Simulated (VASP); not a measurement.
```xyz
1
Lattice="-1.6342 1.6342 2.5695 1.6342 -1.6342 2.5695 1.6342 1.6342 -2.5695" Properties=species:S:1:pos:R:3 pbc="T T T"
In     0.0000     0.0000     0.0000
```

Calculation: optB88-vdW, VASP's PBE PAW potentials (set 64) (plane waves; VASP). Run with 520 eV cut-off, Gaussian smearing of 0.050 eV, potentials In_d.

**Question.** Give the energies of bands 6 to 9 at the high-symmetry points, in eV from the Fermi level.

**Answer.** 
| band | Γ | X | P | N | M | S | R |
|---|---|---|---|---|---|---|---|
| 6 | -9.21 | -1.69 | -1.41 | -4.34 | -3.42 | -2.86 | -2.04 |
| 7 | 9.97 | -1.64 | 0.06 | -3.05 | -2.58 | -1.17 | 0.01 |
| 8 | 9.97 | 3.18 | 0.06 | 6.74 | 4.87 | -0.37 | 0.14 |
| 9 | 10.09 | 3.85 | 2.01 | 8.99 | 4.87 | 6.24 | 1.46 |

It has no gap at this level: it comes out as a metal or semimetal.

The compound is In in the bct structure. It was relaxed first.
